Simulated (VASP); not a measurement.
# Zr2Ir with PBEsol: from relaxation to properties, part 5 of 5

What structure and properties does PBEsol give Zr2Ir, and how near are they to the measured ones? The start is a computed cell from the Materials Project.

VASP 6.6.1; PBEsol; plane waves and PAW (Zr_sv, Ir).

So far. Step 5 (Band structure (PBEsol)): There is no gap at this level. Step 6 (Total and projected DOS (PBEsol)): The finer mesh and the other smearing move the Fermi level by +0.03 eV from the 5×5×5 run, a small shift, which tests the Fermi level alone. Of the states within 0.3 eV of the Fermi level, the largest shares in the PAW spheres are Zr d 44 %, Ir d 12 % and Ir p 6 %. The rest lies in smaller channels or between the spheres. The relaxed cell has a = 6.460, c = 5.667 Å (conventional setting).

### 7. Vibrations at Γ (PBEsol) (continued)

The modes at Γ (shares of kinetic energy by element, %):

```csv
mode,frequency (cm⁻¹),symmetry,Zr %,Ir %
1,-0.6,acoustic,49,51
2,-0.6,acoustic,49,51
3,-0.1,acoustic,49,51
4,79.3,Eg,4,96
5,79.3,Eg,4,96
6,92.6,Eu,69,31
7,92.6,Eu,69,31
8,107.3,A2u,51,49
9,131.9,Bg,100,0
10,132.6,Bu,100,0
11,134.4,A2g,47,53
12,135.6,Bg,100,0
13,151.4,A1g,100,0
14,175.4,Eu,83,17
15,175.4,Eu,83,17
16,180.3,Eg,96,4
17,180.3,Eg,96,4
18,211.6,A2g,53,47
```

Displacements in mode 5 (79.3 cm⁻¹), the largest set to 1:
```
Zr1  0.00  0.00 -0.25
Zr2  0.00  0.00  0.25
Zr3  0.00  0.00  0.18
Zr4  0.00  0.00 -0.18
Ir5 -1.00  0.15  0.00
Ir6  1.00 -0.15  0.00
```

Displacements in mode 17 (180.3 cm⁻¹), the largest set to 1:
```
Zr1  0.00  0.00  1.00
Zr2  0.00  0.00 -1.00
Zr3  0.00  0.00 -0.73
Zr4  0.00  0.00  0.73
Ir5 -0.18  0.03  0.00
Ir6  0.18 -0.03  0.00
```

The three acoustic modes lie within 0.6 cm⁻¹ of zero, and all others are real. By the characters of their eigenvectors the optical modes sort into (cm⁻¹) Raman active: Eg 79, Bg 132, Bg 136, A1g 151, Eg 180; infrared active: Eu 93, A2u 107, Eu 175; silent: Bu 133, A2g 134, A2g 212. B labels carry no number here, since it depends on the setting of the axes. With a centre of inversion no mode is active in both.

### 8. Field gradients at the nuclei (PBEsol)

Field gradients probe how far the charge around each nucleus departs from cubic symmetry; LASPH keeps the non-spherical terms inside the spheres.

Input file INCAR:

```
SYSTEM = Zr2Ir
PREC = Accurate
ENCUT = 400
EDIFF = 1E-07
NELM = 100
ISMEAR = 1
SIGMA = 0.2
LREAL = .FALSE.
ALGO = Normal
GGA = PS
NBANDS = 40
LASPH = .TRUE.
LORBIT = 11
LWAVE = .FALSE.
LCHARG = .FALSE.
KPAR = 4
LEFG = .TRUE.
```

Input file POSCAR:

```
Zr2Ir
1.0
   -3.2299631517      3.2299631517      2.8333334384
    3.2299631517     -3.2299631517      2.8333334384
    3.2299631517      3.2299631517     -2.8333334384
Zr Ir
4 2
Direct
    0.6702729772      0.1702729772      0.8405459545
    0.3297270228      0.8297270228      0.1594540455
    0.8297270228      0.6702729772      0.5000000000
    0.1702729772      0.3297270228      0.5000000000
    0.7500000000      0.7500000000      0.0000000000
    0.2500000000      0.2500000000      0.0000000000
```

Input file KPOINTS:

```
Automatic mesh
0
Gamma
5 5 5
0 0 0
```

The projector-augmented-wave data sets are Zr_sv and Ir (PBE family, release 64).

Run with:

```bash
> mpirun -np 4 vasp_std
```

The log of the run:

```text
[... set-up lines as in an earlier step ...]
 entering main loop
       N       E                     dE             d eps       ncg     rms          rms(c)
[... 12 cycles as in an earlier step ...]
DAV:  13    -0.600334104711E+02    0.15486E-05   -0.96525E-06  2048   0.203E-02    0.292E-03
DAV:  14    -0.600334097978E+02    0.67336E-06   -0.63966E-07  1992   0.400E-03    0.118E-03
DAV:  15    -0.600334098220E+02   -0.24256E-07   -0.54670E-08  1128   0.161E-03
ion   1
     0.0000000    -2.7771557    -0.0000000    -0.4420969    -0.0000000    -0.0000000
     0.0000523    -2.7771557    -0.0000000    -0.4420969    -0.0000000    -0.0000000
     0.0000720    -2.7771557    -0.0000000    -0.4420969    -0.0000000    -0.0000000
     0.0000992    -2.7771556    -0.0000000    -0.4420969    -0.0000000    -0.0000000
     0.0001366    -2.7771555    -0.0000000    -0.4420969    -0.0000000    -0.0000000

     0.0000000   -95.4140980    -0.0000000     5.2485214    -0.0000000    -0.0000000
     0.0000523   -95.4066895    -0.0000000     5.2477722    -0.0000000    -0.0000000
     0.0000720   -95.4026212    -0.0000000     5.2473487    -0.0000000    -0.0000000
     0.0000992   -95.3960740    -0.0000000     5.2466595    -0.0000000    -0.0000000
     0.0001366   -95.3855855    -0.0000000     5.2455430    -0.0000000    -0.0000000

ion   2
     0.0000000    -2.7771557    -0.0000000    -0.4420969    -0.0000000    -0.0000000
     0.0000523    -2.7771557    -0.0000000    -0.4420969    -0.0000000    -0.0000000
     0.0000720    -2.7771557    -0.0000000    -0.4420969    -0.0000000    -0.0000000
     0.0000992    -2.7771556    -0.0000000    -0.4420969    -0.0000000    -0.0000000
     0.0001366    -2.7771555    -0.0000000    -0.4420969    -0.0000000    -0.0000000

     0.0000000   -95.4140980    -0.0000000     5.2485214    -0.0000000    -0.0000000
     0.0000523   -95.4066895    -0.0000000     5.2477722    -0.0000000    -0.0000000
     0.0000720   -95.4026212    -0.0000000     5.2473487    -0.0000000    -0.0000000
     0.0000992   -95.3960740    -0.0000000     5.2466595    -0.0000000    -0.0000000
     0.0001366   -95.3855855    -0.0000000     5.2455430    -0.0000000    -0.0000000

ion   3
     0.0000000     2.7771557    -0.0000000    -0.4420969    -0.0000000     0.0000000
     0.0000523     2.7771557    -0.0000000    -0.4420969    -0.0000000     0.0000000
     0.0000720     2.7771557    -0.0000000    -0.4420969    -0.0000000     0.0000000
     0.0000992     2.7771556    -0.0000000    -0.4420969    -0.0000000     0.0000000
     0.0001366     2.7771555    -0.0000000    -0.4420969    -0.0000000     0.0000000

     0.0000000    95.4140980    -0.0000000     5.2485214    -0.0000000     0.0000000
     0.0000523    95.4066895    -0.0000000     5.2477722    -0.0000000     0.0000000
     0.0000720    95.4026212    -0.0000000     5.2473487    -0.0000000     0.0000000
     0.0000992    95.3960740    -0.0000000     5.2466595    -0.0000000     0.0000000
     0.0001366    95.3855855    -0.0000000     5.2455430    -0.0000000     0.0000000

ion   4
     0.0000000     2.7771557    -0.0000000    -0.4420969    -0.0000000     0.0000000
     0.0000523     2.7771557    -0.0000000    -0.4420969    -0.0000000     0.0000000
     0.0000720     2.7771557    -0.0000000    -0.4420969    -0.0000000     0.0000000
     0.0000992     2.7771556    -0.0000000    -0.4420969    -0.0000000     0.0000000
     0.0001366     2.7771555    -0.0000000    -0.4420969    -0.0000000     0.0000000

     0.0000000    95.4140980    -0.0000000     5.2485214    -0.0000000     0.0000000
     0.0000523    95.4066895    -0.0000000     5.2477722    -0.0000000     0.0000000
     0.0000720    95.4026212    -0.0000000     5.2473487    -0.0000000     0.0000000
     0.0000992    95.3960740    -0.0000000     5.2466595    -0.0000000     0.0000000
     0.0001366    95.3855855    -0.0000000     5.2455430    -0.0000000     0.0000000

ion   5
     0.0000000     0.0000000     0.0000000    -3.1021733    -0.0000000    -0.0000000
     0.0000671     0.0000000     0.0000000    -3.1021733    -0.0000000    -0.0000000
     0.0000924     0.0000000     0.0000000    -3.1021732    -0.0000000    -0.0000000
     0.0001272     0.0000000     0.0000000    -3.1021732    -0.0000000    -0.0000000
     0.0001752     0.0000000     0.0000000    -3.1021731    -0.0000000    -0.0000000

     0.0000000     0.0000000     0.0000000   171.1097836    -0.0000000    -0.0000000
     0.0000671     0.0000000     0.0000000   170.7519501    -0.0000000    -0.0000000
     0.0000924     0.0000000     0.0000000   170.5762414    -0.0000000    -0.0000000
     0.0001272     0.0000000     0.0000000   170.3052193    -0.0000000    -0.0000000
     0.0001752     0.0000000     0.0000000   169.8889709    -0.0000000    -0.0000000

ion   6
     0.0000000     0.0000000     0.0000000    -3.1021733    -0.0000000     0.0000000
     0.0000671     0.0000000     0.0000000    -3.1021733    -0.0000000     0.0000000
     0.0000924     0.0000000     0.0000000    -3.1021732    -0.0000000     0.0000000
     0.0001272     0.0000000     0.0000000    -3.1021732    -0.0000000     0.0000000
     0.0001752     0.0000000     0.0000000    -3.1021731    -0.0000000     0.0000000

     0.0000000     0.0000000    -0.0000000   171.1097836    -0.0000000     0.0000000
     0.0000671     0.0000000    -0.0000000   170.7519501    -0.0000000     0.0000000
     0.0000924     0.0000000    -0.0000000   170.5762414    -0.0000000     0.0000000
     0.0001272     0.0000000    -0.0000000   170.3052193    -0.0000000     0.0000000
     0.0001752     0.0000000    -0.0000000   169.8889709    -0.0000000     0.0000000

   1 F= -.60033410E+02 E0= -.60033029E+02  d E =-.114230E-02
```

Run time: 29 s. Hardware: 4 MPI ranks of AMD EPYC 7R43, shared host; peak memory 0.78 GiB; 1.8 min of CPU time.

From OUTCAR (step 8):

```text
   NELECT =      66.0000    total number of electrons

 E-fermi :   9.2387

 k-point     1 :       0.0000    0.0000    0.0000
  band No.  band energies     occupation
    ...
     27       7.2665      2.00000
     28       7.9375      2.00000
     29       8.5527      2.00001
     30       8.5527      2.00001
     31       8.9653      2.06583
     32       9.7038     -0.00487
     33       9.7038     -0.00487
     34       9.7245     -0.00316
     35       9.7245     -0.00316
     36       9.7390     -0.00230
    ...

  Total       -0.0308519     -0.0308519     -0.0425380      0.0000000      0.0000000     -0.0000000
  in kB       -0.4180614     -0.4180614     -0.5764147      0.0000000      0.0000000     -0.0000000
  external PRESSURE =      -0.4708458 kB  Pullay stress =       0.0000000 kB

 POSITION                                       TOTAL-FORCE (eV/Angst)
 -----------------------------------------------------------------------------------
      1.09995      4.32991     -0.00000        -0.000179     -0.000179     -0.000000
      2.13001     -1.09995      2.83333         0.000179      0.000179      0.000000
      1.09995      2.13001      2.83333        -0.000179      0.000179     -0.000000
      2.13001      1.09995      0.00000         0.000179     -0.000179      0.000000
      0.00000      0.00000      4.25000         0.000000     -0.000000     -0.000000
      0.00000      0.00000      1.41667         0.000000     -0.000000     -0.000000
 -----------------------------------------------------------------------------------
    total drift:                                0.000000      0.000000     -0.000000

  FREE ENERGIE OF THE ION-ELECTRON SYSTEM (eV)
  ---------------------------------------------------
  free  energy   TOTEN  =       -60.0334098220 eV

  energy  without entropy=      -60.0322675225  energy(sigma->0) =      -60.03302906

 Electric field gradients after diagonalization (V/A^2)
 (convention: |V_zz| > |V_xx| > |V_yy|)
----------------------------------------------------------------------
 ion       V_xx      V_yy      V_zz     asymmetry (V_yy - V_xx)/ V_zz
----------------------------------------------------------------------
   1     -99.273    -7.169   106.441       0.865
   2     -99.273    -7.169   106.441       0.865
   3     -99.273    -7.169   106.441       0.865
   4     -99.273    -7.169   106.441       0.865
   5     108.187   108.186  -216.373       0.000
   6     108.187   108.186  -216.373       0.000
----------------------------------------------------------------------

[... 11 parts as in an earlier step ...]

[... 6 further parts left out ...]
```

Numbers from this step:

| Property | Result |
| --- | --- |
| electronic steps | 15 |
| irreducible k points | 18 |
| free energy (TOTEN) | -60.0334 eV |
| Fermi energy | 9.239 eV |
| pressure | -0.04708 GPa |

Electric field gradients, by row:

```csv
atom,Vxx (V/Å²),Vyy (V/Å²),Vzz (V/Å²),asymmetry
Zr1,-99.27,-7.169,106.4,0.865
Zr2,-99.27,-7.169,106.4,0.865
Zr3,-99.27,-7.169,106.4,0.865
Zr4,-99.27,-7.169,106.4,0.865
Ir5,108.2,108.2,-216.4,0
Ir6,108.2,108.2,-216.4,0
```

The largest gradient, -216.37 V/Å², sits on Ir5 and like sites; times the quadrupole moment of a nucleus that has one, it gives the coupling that NMR and NQR see.

### 9. What came out

| Quantity | Value |
| --- | --- |
| relaxed volume | 19.71 Å³/atom |
| relaxed conventional cell a, b, c | 6.460, 6.460, 5.667 Å |
| space group after relaxing, within 0.02 Å | I4/mcm (No. 140) |
| band gap | none, a metal |
| DOS at the Fermi level | 7.96 states/eV/cell |
| highest zone-centre mode | 212 cm⁻¹ |
| largest field gradient Vzz | -216.37 V/Å² on Ir5 |

What this shows: With PBEsol, Zr2Ir relaxes to 19.71 Å³/atom in space group I4/mcm (held by the symmetry of the run) and comes out as a metal. Band structure (PBEsol): Of the bands kept, 4 cross the Fermi level on this path. Vibrations at Γ (PBEsol): The highest mode in this list at Γ, 211.6 cm⁻¹, has its largest share on Zr (53 % of the kinetic energy). Spin-orbit coupling is left out, and with elements this heavy it would split and shift bands near the Fermi level. The k-sampling is coarse for a metal, so the Fermi level, pressures and the shape of the cell carry errors. Modes at Γ alone can't show that the crystal is stable at other wave vectors. No search among competing phases was made, and a listed structure need not be the one stable at ambient conditions. All values are for a static lattice at zero temperature.

Calculation against experiment:

```
              quantity  measured          PBEsol
lattice constant c (Å)      5.66  5.667 (+0.1 %)
```

Measured values from arxiv:2106.00268 (2021).

Verdict: The lattice constant c is off by +0.1 %: good agreement. The grades are ours: good and fair within 0.8 and 2 % for the lattice constant c. Zero-point motion and thermal expansion (measured at up to 300 K) are not in the computed lattice constants.

[Lines on the potential files, build, host, timing and source positions are cut from VASP's logs without a mark.]

[Logs are printed without paths, hosts, clocks, repeated set-up lines and the standing remarks that a program may print on its own settings, such as how far it seeks lower states.]

[Hosts, paths, dates, database ids (printed as entryN), source tags and the programs' standing remarks are cut or masked in the printed files.]

[A measured line is paired with the nearest computed mode of its activity, which favours agreement.]
